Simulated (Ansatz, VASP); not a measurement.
## GaN: VASP beside Ansatz

One calculation is typed for both programs; each brings its own data sets. How far apart do they land? The structure shown is the end of the Ansatz relaxation below.

Program: Ansatz 0.2.0. Level of theory: plane waves, with VASP 6.6.1 beside it; single point at r2SCAN. Results are calculated unless marked as measured.

## (1) The structure

Symmetry: P6_3mc, No. 186, hexagonal system. The conventional cell has a = 3.162 Å, b = 3.162 Å, c = 5.149 Å, α = 90.00°, β = 90.00°, γ = 120.00°. Nearest to Ga lie 4 N at 1.93 to 1.94 Å. N has 4 Ga at 1.93 to 1.94 Å nearest. Farther neighbours and most contacts between anions are not listed.

Structure file:

```cif
data_structure
_symmetry_space_group_name_H-M 'P6_3mc'
_symmetry_Int_Tables_number 186
_cell_length_a 3.1619
_cell_length_b 3.1619
_cell_length_c 5.1486
_cell_angle_alpha 90.000
_cell_angle_beta 90.000
_cell_angle_gamma 120.000
_cell_volume 44.58
loop_
_atom_site_label
_atom_site_type_symbol
_atom_site_symmetry_multiplicity
_atom_site_Wyckoff_symbol
_atom_site_fract_x
_atom_site_fract_y
_atom_site_fract_z
_atom_site_occupancy
Ga1 Ga 2 b 0.33333 0.66667 0.99914 1
N1 N 2 b 0.33333 0.66667 0.37586 1
```

## (2) Ansatz: relaxation, r2SCAN

Ansatz runs on its PAW soft_1 files.

This run makes the geometry at which the two programs are then compared.

The input, input.yaml:

```yaml
crystal:
  lattice:
    - [3.1618185373, 0.0, 0.0]
    - [-1.5809092686, 2.7382151755, 0.0]
    - [0.0, 0.0, 5.1487625685]
  atoms:
    - { symbol: Ga, position: [0.3333333333, 0.6666666667, -0.000889747] }
    - { symbol: Ga, position: [0.6666666667, 0.3333333333, 0.499110253] }
    - { symbol: "N", position: [0.3333333333, 0.6666666667, 0.375889747] }
    - { symbol: "N", position: [0.6666666667, 0.3333333333, 0.875889747] }
kpoints:
  mp_grid: { grid: [9, 9, 4] }
hamiltonian:
  xc: r2scan
  pseudopotentials: { kind: paw, azcp: { folder: soft_1 } }
scf:
  occupations: { method: gaussian, width: 0.02 }
output:
  forces: true
  stress: true
  eigenvalues: true
basis:
  ecutwfc: 600.0
relax:
  adjacent_minimum: "off"
  f_tol: 0.001
  max_steps: 60
  cell: { stress_tol: 0.02, fix: [volume] }
```

The run is started by

```console
ansatz run input.yaml --threads 4 --pin off --max-ram 9216MiB --backend cpu --events-out ev --progress --plain --runs-dir out
```

Numbers of over 12 decimals in the logs are rounded to 6 here.

What it wrote:

```text
Engine: ansatz 0.2.0, x86_64-unknown-linux-gnu
Pseudopotentials: kind: paw
Pseudopotential: Ga, paw, valence charge 13, recommended cutoff 500 eV (meta_gga), soft_1/Ga.paw.azcp
Pseudopotential: N, paw, valence charge 5, recommended cutoff 500 eV (meta_gga), soft_1/N.paw.azcp
Functional definition: r2SCAN
  parameter k0 = 0.174
  parameter k1 = 0.065
  parameter a1 = 4.9479
  exchange = r2scan_x(k0 = k0, k1 = k1, a1 = a1)
  correlation = r2scan_c
Crystal: 4 atoms, lattice volume = 44.577 Å³
Basis set: ecut = 600 eV, 1485 PW (Γ), exchange–correlation on 108×108×180 points (64 copies of the dense FFT grid, shifted against one another)
Bands: 22, of which v1, the nominal top of the filled ones, is band 18 counted from 1 (17 counted from 0)
Symmetry: 12 space group operations
Space group: P63mc (ITA 186), of the structure as read, at distance tolerance 3.5e-5 Å
k-points: 36 of 324 (time reversal used)
Non-local potential: Ga, projectors of the file, l = 0: 2, l = 1: 2, l = 2: 3, l = 3: 1
Non-local potential: N, projectors of the file, l = 0: 2, l = 1: 2, l = 2: 1
PAW form: soft (Blöchl's): semilocal exchange-correlation on the pseudo side does not see the compensation charge
PAW frozen core: Ga, regenerated for the run's functional (the file was generated under x = pbe(κ = 0.804, μ = 0.219515), c = pbe(β = 0.066725))
PAW frozen core: N, regenerated for the run's functional (the file was generated under x = pbe(κ = 0.804, μ = 0.219515), c = pbe(β = 0.066725))
PAW one-centre angular grid: Ga, 590 points (default); XC on 160 Gauss nodes
PAW one-centre angular grid: N, 302 points (default); XC on 160 Gauss nodes
Initial density: superposition of atomic densities (chi_scale 0.1, normalization cell, long waves kept (reshape's long-wave potential 0.00 eV rms))
Initial wavefunctions: pseudopotential atomic-orbital guess
Functional: x = r2scan, c = r2scan; τ floored in thin density (d = 2e-4 eV/Å³)
SCF iter   1: F=—  HF=-8353.768904 eV  |F-HF|=—  |Δ(HF+E_count)|=         —  Δρ=1.19e-1  dr2=5.11e0  dr2_τ=6.08e-1  ethr=3.10e-3  ⟨swp⟩=4.6  Hψ=3176  notcnv=0
preconditioner: auto → Resta (q_TF=auto, 2.633 Å⁻¹)  ε∞=4.4  [insulator: Δε(μ)=3.063 eV  Ē_g=18.030 eV  σ=0.020 eV  W_gap=1.00  n_scr=22 (ndim 8)  ℏωp=33.4 eV  f_vac=0.000  D(μ)=0.00/eV (n_scr^D=0)  ε∞_Penn≈4.4]
SCF iter   2: F=—  HF=-8352.695595 eV  |F-HF|=—  |Δ(HF+E_count)|=    1.07e0  Δρ=5.28e-2  dr2=7.04e-1  dr2_τ=7.44e-2  ethr=3.10e-3  ⟨swp⟩=2.2  Hψ=1880  notcnv=0
SCF iter   3: F=—  HF=-8352.776706 eV  |F-HF|=—  |Δ(HF+E_count)|=   8.11e-2  Δρ=1.82e-2  dr2=1.13e-1  dr2_τ=7.78e-3  ethr=1.96e-3  ⟨swp⟩=2.0  Hψ=944  notcnv=0
SCF iter   4: F=—  HF=-8352.772345 eV  |F-HF|=—  |Δ(HF+E_count)|=   4.36e-3  Δρ=3.69e-3  dr2=4.23e-3  dr2_τ=2.98e-4  ethr=3.14e-4  ⟨swp⟩=2.6  Hψ=1383  notcnv=0
SCF iter   5: F=—  HF=-8352.775828 eV  |F-HF|=—  |Δ(HF+E_count)|=   3.48e-3  Δρ=2.60e-3  dr2=1.79e-3  dr2_τ=5.91e-5  ethr=1.18e-5  ⟨swp⟩=2.0  Hψ=1578  notcnv=0
SCF iter   6: F=—  HF=-8352.774053 eV  |F-HF|=—  |Δ(HF+E_count)|=   1.78e-3  Δρ=5.06e-4  dr2=1.33e-4  dr2_τ=6.57e-6  ethr=4.98e-6  ⟨swp⟩=2.0  Hψ=1578  notcnv=0
SCF iter   7: F=—  HF=-8352.774064 eV  |F-HF|=—  |Δ(HF+E_count)|=   1.12e-5  Δρ=1.75e-4  dr2=1.51e-5  dr2_τ=8.32e-7  ethr=3.70e-7  ⟨swp⟩=2.2  Hψ=1427  notcnv=0
SCF iter   8: F=—  HF=-8352.774064 eV  |F-HF|=—  |Δ(HF+E_count)|=   1.04e-7  Δρ=2.40e-5  dr2=2.55e-7  dr2_τ=6.12e-9  ethr=4.19e-8  ⟨swp⟩=2.0  Hψ=1092  notcnv=0
SCF iter   9: F=-8352.774064 eV  HF=-8352.774064 eV  |F-HF|=1.89e-9  |Δ(HF+E_count)|=   7.93e-8  Δρ=5.25e-6  dr2=1.04e-8  dr2_τ=1.83e-10  ethr=2.78e-10  ⟨swp⟩=5.0  Hψ=3707  notcnv=0
SCF 1 converged in 9 iterations: F = -8352.774064 eV  dr2 = 1.04e-8
  greatest PAW one-centre occupation: 0.994 electrons in one spin orbital (limit 2), on the Ga atom at site 1 (counted from 0), in its partial waves of l = 2
relax step   1: F+E_penalty+E_count = -8352.77406413 eV  Δ(F+E_penalty+E_count) = +0.000e0 eV  max|allowed force component| = 3.739e-3 eV/Å  Δτ_max = 0.0000 Å  P = +4.144 GPa  Ω = 44.577 Å³  fix = [volume]  reactions: volume +4.144 GPa  (9 SCF iters, dr2 threshold 1.00e-7 eV, accepted)
[...]
relax step   2: F+E_penalty+E_count = -8352.77406471 eV  Δ(F+E_penalty+E_count) = -5.824e-7 eV  max|allowed force component| = 2.567e-3 eV/Å  Δτ_max = 0.0001 Å  P = +4.144 GPa  Ω = 44.577 Å³  fix = [volume]  reactions: volume +4.144 GPa  (3 SCF iters, dr2 threshold 1.08e-9 eV, accepted)
[...]
relax step   3: F+E_penalty+E_count = -8352.77406511 eV  Δ(F+E_penalty+E_count) = -3.937e-7 eV  max|allowed force component| = 4.379e-4 eV/Å  Δτ_max = 0.0001 Å  P = +4.144 GPa  Ω = 44.577 Å³  fix = [volume]  reactions: volume +4.144 GPa  (4 SCF iters, dr2 threshold 4.12e-10 eV, accepted)
[...]
relax step   4: F+E_penalty+E_count = -8352.77406511 eV  Δ(F+E_penalty+E_count) = -7.458e-11 eV  max|allowed force component| = 4.278e-4 eV/Å  Δτ_max = 0.0000 Å  P = +4.144 GPa  Ω = 44.577 Å³  fix = [volume]  reactions: volume +4.144 GPa  stress off target by 1.68e-2 GPa on what of the cell is left free  SCF on the basis re-selected at this cell (its energy is not comparable with the rows above)  (4 SCF iters)
basis re-selected at this cell: Δ(F+E_penalty+E_count) = -7.458e-11 eV, ΔP = +0.000 GPa vs the last step (what re-selecting the basis moved, of the pressure what is left beyond the Pulay correction that the steps carried, after the strain that the cell walked since its last selection, with what the two solves' SCF thresholds leave and, on support functions, any second-order correction that the steps lacked; it is no  [...]
SCF converged after 4 iterations
Free energy (F): -8352.774065 eV
Harris-Foulkes:  -8352.774065 eV  (|F-HF|=7.28e-12)
Internal energy: -8352.774065 eV  (E = F + TS)
E sigma→0 (E₀):  -8352.774065 eV
Fermi energy:    11.028714 eV
--- Per-component energies (eV) ---
  E_band       = -19.979066
  E_kinetic    = 482.848592
  E_local      = -2800.234634  (includes V_loc(G=0)·N_el)
  E_nonlocal   = -105.522014
  E_hartree    = 1787.078212
  E_xc         = -232.354109
  E_vxc        = -280.925797  (∫ρ·V_xc dr)
  E_paw        = -4283.624806  (= ΣΔE_a)
  E_vpaw       = -905.587560  (= ΣTr[D̂ρ^β])
  E_aug_tail   = 0.000002  (compensation charges beyond the density's cutoff)
  E_vtau       = 15.285935  (kinetic-family band-sum trace: ∫τ·v_τ [+ j·A + Jᵃ·Aᵃ] dr)
  E_ewald      = -3199.600046
  E_core_change = -1.365260  (= ΣΔE_core)
  E_smearing   = -0.000000  (= −TS)
  E_closure    = 0.000000  (closes the sum)
  Σ components = -8352.774065   (vs F -8352.774065, Δ=0.00e0)
--- Forces (eV/Å), atoms counted from 1 ---
  atom   1  Ga     0.00000000     0.00000000    -0.00042481
  atom   2  Ga    -0.00000000    -0.00000000    -0.00042481
  atom   3  N     -0.00000000    -0.00000000     0.00043081
  atom   4  N      0.00000000     0.00000000     0.00043081
  max |Σ_I F_I| component: 1.20e-5 eV/Å
--- Stress (GPa, compression-positive) ---
        4.135553      -0.000000      -0.000000
       -0.000000       4.135553      -0.000000
        0.000000       0.000000       4.160721
  P = ⅓ Tr σ = 4.1439 GPa (41.439 kbar)
--- Band table (eV; the first three rows and the last of 36) ---
  k-point 0: bands = [... 14 lower, 8.6876, 9.7430, 9.7819, 9.7819, 12.2754, 14.7568, 19.8823, 20.5098]
  k-point 1: bands = [... 14 lower, 8.8414, 8.8414, 9.6152, 9.6152, 13.4725, 14.8588, 19.4576, 20.1924]
  k-point 2: bands = [... 14 lower, 9.2217, 9.2217, 9.2217, 9.2217, 14.7013, 14.7013, 19.0951, 19.0951]
  k-point 35: bands = [... 14 lower, 5.3769, 5.3769, 8.2163, 8.2163, 16.9448, 16.9448, 17.7203, 17.7203]
--- Relaxed structure (3 steps of the walk, 3 accepted, 1 SCFs on fresh bases) ---
  F+E_penalty+E_count = -8352.77406511 eV   max|allowed force component| = 4.278e-4 eV/Å   (the final SCF, on the basis selected at the relaxed cell)
  cell:  # Å, volume = 44.5766 Å³
    - [3.161868, -2.8868037665272464e-11, 0]
    - [-1.580934, 2.738258, 0]
    - [0, 0, 5.148601]
  atoms:
    - { symbol: Ga, position: [0.333333, 0.666667, -0.000862155] }
    - { symbol: Ga, position: [0.666667, 0.333333, 0.499138] }
    - { symbol: N, position: [0.333333, 0.666667, 0.375862] }
    - { symbol: N, position: [0.666667, 0.333333, 0.875862] }
```

In the SCF lines HF is the Harris–Foulkes energy and dr2 the Hartree energy of the density residual, in eV; the loop may stop once dr2 is under the threshold and the program's other checks hold. Hψ counts applications of the Hamiltonian.

## (3) VASP: single point, r2SCAN

The same cell, functional, mesh and smearing now go to VASP, with its own data sets.

Lines of VASP's logs that name or quote its potential files are left out, and so is its time.

The input, INCAR:

```
SYSTEM = GaN
PREC = Accurate
ENCUT = 660
EDIFF = 1E-06
NELM = 120
ISMEAR = 0
SIGMA = 0.02
LREAL = .FALSE.
ALGO = Normal
METAGGA = R2SCAN
LASPH = .TRUE.
NBANDS = 24
LORBIT = 11
LWAVE = .FALSE.
LCHARG = .FALSE.
ISIF = 2
GGA_COMPAT = .FALSE.
EFERMI = MIDGAP
LMIXTAU = .TRUE.
KPAR = 2
```

The input, POSCAR:

```
GaN
1.0
    3.1618681334      0.0000000000      0.0000000000
   -1.5809340667      2.7382581269      0.0000000000
    0.0000000000      0.0000000000      5.1486010461
Ga N
2 2
Direct
    0.3333333333      0.6666666667      0.9991378453
    0.6666666667      0.3333333333      0.4991378453
    0.3333333333      0.6666666667      0.3758621547
    0.6666666667      0.3333333333      0.8758621547
```

The input, KPOINTS:

```
Automatic mesh
0
Gamma
9 9 4
0 0 0
```

PAW data sets: Ga_d and N (PBE family, release 64).

The run is started by

```console
mpirun -np 2 vasp_std
```

What it wrote:

```text
[banner, memory and clock lines left out]
running    2 mpi-ranks, on    1 nodes
 distrk:  each k-point on    1 cores,    2 groups
 distr:  one band on    1 cores,    1 groups

 POSCAR found type information on POSCAR GaN
 POSCAR found :  2 types and       4 ions
|                                                                             |
|               ----> ADVICE to this user running VASP <----                  |
|                                                                             |
|     You enforced a specific xc type in the INCAR file but a different       |
|     [... a line on the potential file left out ...]
|     I HOPE YOU KNOW WHAT YOU ARE DOING!                                     |
|                                                                             |

 LDA part: xc-table for (None), standard interpolation
 POSCAR, INCAR and KPOINTS ok, starting setup
 FFT: planning ... GRIDC
 FFT: planning ... GRID_SOFT
 FFT: planning ... GRID
 WAVECAR not read
 entering main loop
       N       E                     dE             d eps       ncg     rms          rms(c)
DAV:   1     0.289476130421E+03    0.28948E+03   -0.21404E+04  1840   0.336E+03
DAV:   2    -0.146839382909E+02   -0.30416E+03   -0.28949E+03  1872   0.604E+02
DAV:   3    -0.524332310259E+02   -0.37749E+02   -0.37427E+02  2048   0.166E+02
DAV:   4    -0.536711261655E+02   -0.12379E+01   -0.12360E+01  2168   0.337E+01
DAV:   5    -0.536924665991E+02   -0.21340E-01   -0.21333E-01  2080   0.403E+00    0.103E+01
DAV:   6    -0.448737128313E+02    0.88188E+01   -0.10134E+01  2936   0.557E+01    0.331E+00
DAV:   7    -0.432319425082E+02    0.16418E+01   -0.17563E+00  1840   0.114E+01    0.234E+00
DAV:   8    -0.460602183043E+02   -0.28283E+01   -0.18123E+00  2424   0.158E+01    0.222E+00
DAV:   9    -0.446778240285E+02    0.13824E+01   -0.66469E-01  1888   0.908E+00    0.606E-01
DAV:  10    -0.437869152324E+02    0.89091E+00   -0.26339E-01  2232   0.555E+00    0.179E-01
DAV:  11    -0.438011371238E+02   -0.14222E-01   -0.24878E-02  1920   0.155E+00    0.290E-01
DAV:  12    -0.437962406198E+02    0.48965E-02   -0.12088E-03  2864   0.514E-01    0.243E-01
DAV:  13    -0.437992802922E+02   -0.30397E-02   -0.47727E-03  2648   0.111E+00    0.191E-01
DAV:  14    -0.438018921336E+02   -0.26118E-02   -0.50412E-03  2432   0.931E-01    0.430E-01
DAV:  15    -0.438023126808E+02   -0.42055E-03   -0.14470E-03  2384   0.790E-01    0.266E-01
DAV:  16    -0.438031421804E+02   -0.82950E-03   -0.13568E-03  2568   0.537E-01    0.799E-02
DAV:  17    -0.438032142303E+02   -0.72050E-04   -0.24389E-04  2400   0.153E-01    0.988E-03
DAV:  18    -0.438032242065E+02   -0.99762E-05   -0.22575E-05  2312   0.513E-02    0.495E-03
DAV:  19    -0.438032260674E+02   -0.18609E-05   -0.30565E-06  1768   0.335E-02    0.772E-03
DAV:  20    -0.438032279830E+02   -0.19156E-05   -0.38451E-06  1680   0.320E-02    0.751E-03
DAV:  21    -0.438032287018E+02   -0.71874E-06   -0.36804E-07   968   0.608E-03
   1 F= -.43803229E+02 E0= -.43803229E+02  d E =0.000000E+00
```

From OUTCAR (step 3):

```text
ion  position               nearest neighbor table
   1  0.333  0.667  0.999-   4 1.93   4 1.93   4 1.93   3 1.94
   2  0.667  0.333  0.499-   3 1.93   3 1.93   3 1.93   4 1.94
   3  0.333  0.667  0.376-   2 1.93   2 1.93   2 1.93   1 1.94
   4  0.667  0.333  0.876-   1 1.93   1 1.93   1 1.93   2 1.94

  LATTYP: Found a hexagonal cell.
 ALAT       =     3.1618681334
 C/A-ratio  =     1.6283414832

 Subroutine GETGRP returns: Found 12 space group operations
 (whereof  6 operations were pure point group operations)

The static configuration has the point symmetry C_3v.
 The point group associated with its full space group is C_6v.

 Found     36 irreducible k-points:

   k-points           NKPTS =     36   k-points in BZ     NKDIM =     36   number of bands    NBANDS=     24

   dimension x,y,z NGX =    28 NGY =   28 NGZ =   48
   dimension x,y,z NGXF=    56 NGYF=   56 NGZF=   96

   ENCUT  =  660.0 eV  48.51 Ry    6.96 a.u.   6.62  6.62 10.78*2*pi/ulx,y,z

   NELECT =      36.0000    total number of electrons

 k-points in reciprocal lattice and weights: Automatic mesh
   0.00000000  0.00000000  0.00000000       0.003
   0.11111111  0.00000000  0.00000000       0.019
   0.22222222  0.00000000  0.00000000       0.019
   0.33333333  0.00000000  0.00000000       0.019
   0.44444444  0.00000000  0.00000000       0.019
   0.11111111  0.11111111  0.00000000       0.019
   0.22222222  0.11111111  0.00000000       0.037
   0.33333333  0.11111111  0.00000000       0.037
   0.44444444  0.11111111  0.00000000       0.019
[...]
0.33333333  0.22222222  0.50000000       0.037
   0.33333333  0.33333333  0.50000000       0.006

 average (electrostatic) potential at core
       1 -68.0029       2 -68.0029       3 -64.6791       4 -64.6791

 E-fermi :   6.5665

 k-point     1 :       0.0000    0.0000    0.0000
  band No.  band energies     occupation
    ...
     14       4.2309      2.00000
     15       4.2309      2.00000
     16       5.2853      2.00000
     17       5.3248      2.00000
     18       5.3248      2.00000
     19       7.8082      0.00000
     20      10.2757      0.00000
     21      15.4097      0.00000
     22      16.0353      0.00000
     23      16.0353      0.00000
    ...

 k-point     2 :       0.1111    0.0000    0.0000
  band No.  band energies     occupation
    ...
     14       3.3511      2.00000
     15       3.9662      2.00000
     16       4.3653      2.00000
     17       5.1559      2.00000
     18       5.2087      2.00000
     19       8.6782      0.00000
     20      11.0086      0.00000
     21      14.8997      0.00000
     22      15.3549      0.00000
     23      16.3711      0.00000
    ...

 k-point     3 :       0.2222    0.0000    0.0000
  band No.  band energies     occupation
    ...
     14       1.5997      2.00000
     15       2.7836      2.00000
     16       3.3797      2.00000
     17       4.7365      2.00000
     18       4.8933      2.00000
     19       9.9559      0.00000
     20      11.9494      0.00000
     21      13.6282      0.00000
     22      14.7394      0.00000
     23      16.4171      0.00000
    ...

  Total        1.4805123      1.4805123      1.4878030      0.0000000     -0.0000000      0.0000000
  in kB       53.2126919     53.2126919     53.4747324      0.0000000     -0.0000000      0.0000000
  external PRESSURE =      53.3000387 kB  Pullay stress =       0.0000000 kB

  energy-cutoff  :      660.00
  volume of cell :       44.58
      direct lattice vectors                 reciprocal lattice vectors
     3.161868133  0.000000000  0.000000000     0.316268724  0.182597833  0.000000000
    -1.580934067  2.738258127  0.000000000     0.000000000  0.365195666  0.000000000
     0.000000000  0.000000000  5.148601046     0.000000000  0.000000000  0.194227518

 POSITION                                       TOTAL-FORCE (eV/Angst)
 -----------------------------------------------------------------------------------
     -0.00000      1.82551      5.14416        -0.000000      0.000000      0.001152
      1.58093      0.91275      2.56986         0.000000     -0.000000      0.001152
     -0.00000      1.82551      1.93516         0.000000     -0.000000     -0.001152
      1.58093      0.91275      4.50946         0.000000     -0.000000     -0.001152
 -----------------------------------------------------------------------------------
    total drift:                                0.000000      0.000001     -0.000188

  FREE ENERGIE OF THE ION-ELECTRON SYSTEM (eV)
  ---------------------------------------------------
  free  energy   TOTEN  =       -43.8032287018 eV

  energy  without entropy=      -43.8032287018  energy(sigma->0) =      -43.80322870

 total charge
# of ion       s       p       d       tot
------------------------------------------
    1        0.759   0.906  10.208  11.873
    2        0.759   0.906  10.208  11.873
    3        1.228   2.561   0.000   3.790
    4        1.228   2.561   0.000   3.790
--------------------------------------------------
tot          3.975   6.935  20.415  31.325

[... 3 further parts left out ...]
```

The run ends at a pressure of 5.33 GPa, with forces up to 0.0012 eV/Å.

## (4) Differences

Known differences besides the potentials themselves: VASP keeps PBE cores, Ansatz makes them for the functional; the cutoff is 600 eV in Ansatz and 660 eV in VASP; Ansatz's pressure holds a Pulay correction, VASP's none. Total energies have different zeros and are not compared.

The two programs side by side:

```csv
quantity,Ansatz,VASP,difference
pressure (GPa),4.14,5.33,-1.19
gap on the k mesh (eV),2.494,2.483,+0.010
```

A gap on the mesh is an upper bound, since the band edges may lie between its points.

## (5) What came out

```json
{
 "difference in pressure (single point, r2SCAN)": "-1.2 GPa"
}
```

In words: The difference in pressure is -1.2 GPa (single point, r2SCAN), beyond the 1 GPa picked in this series as the mark of a large difference. What causes the difference of the single point, r2SCAN pair stays open here. How closely two codes agree says nothing of how well the functional describes the real material.

[Lines on the potential files, build, host, timing and source positions are cut from VASP's logs without a mark.]

[Logs are printed without paths, hosts, clocks, repeated set-up lines and the standing remarks that a program may print on its own settings, such as how far it seeks lower states.]

[Hosts, paths, dates, database ids (printed as entryN), source tags and the programs' standing remarks are cut or masked in the printed files.]
